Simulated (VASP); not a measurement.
Method: PBEsol GGA, VASP's PBE PAW potentials (set 64) (plane waves; VASP 6.6.1).

A VASP calculation is set up with these files.

**INCAR**
```
! general
SYSTEM   =  Rh
PREC     =  Accurate
ENCUT    =  520   ! plane-wave cut-off (eV)
LREAL    =  .False.
LASPH    =  .True.   ! aspherical one-centre terms

! electronic loop
EDIFF    =  1E-7
NELM     =  100   ! most electronic steps
ALGO     =  Normal
LMAXMIX  =  4

! smearing
ISMEAR   =  1   ! Methfessel-Paxton
SIGMA    =  0.1

! functional
GGA      =  PS   ! PBEsol

! ions
ISIF     =  2   ! forces and stress, cell fixed

! output
LWAVE    =  .False.
LCHARG   =  .False.
```

**POSCAR**
```
Rh
1
    0.0000000000     1.9267802814     1.9267802814
    1.9267802814     0.0000000000     1.9267802814
    1.9267802814     1.9267802814     0.0000000000
Rh
1
Direct
  0.0000000000   0.0000000000   0.0000000000
```

File KPOINTS:
```
Automatic mesh
0
Gamma
16 16 16
0 0 0
```

POTCAR, in this order: Rh_pv (PBE.64 set). Program: vasp_std.

Question: What does the run give for the energy per atom (σ→0), pressure, band gap (on the k-mesh)?

Answer: 
```
Item                                                         Value
------------------------  ----------------------------------------
energy per atom (σ→0)                               -8.098 eV/atom
band gap (on the k-mesh)  none (metal, semimetal or under 0.01 eV)
pressure                                                -14.80 GPa
```

### OSZICAR
```
...
DAV:   5    -0.874054561627E+01   -0.14139E-03   -0.14139E-03  3658   0.459E-01    0.100E+01
DAV:   6    -0.811991806840E+01    0.62063E+00   -0.15522E+00  3316   0.182E+01    0.291E+00
DAV:   7    -0.810250489819E+01    0.17413E-01   -0.20860E-02  3616   0.177E+00    0.147E+00
DAV:   8    -0.809790320047E+01    0.46017E-02   -0.42948E-03  3361   0.106E+00    0.150E-01
DAV:   9    -0.809776915641E+01    0.13404E-03   -0.19097E-04  3646   0.229E-01    0.249E-02
DAV:  10    -0.809777511935E+01   -0.59629E-05   -0.35171E-06  3502   0.254E-02    0.229E-03
DAV:  11    -0.809777502684E+01    0.92517E-07   -0.29611E-07  3583   0.747E-03
   1 F= -.80977750E+01 E0= -.80977095E+01  d E =-.196563E-03
```

The compound is Rh in the fcc structure. This cell is one point of a volume scan, at 1.06 of the reference volume.
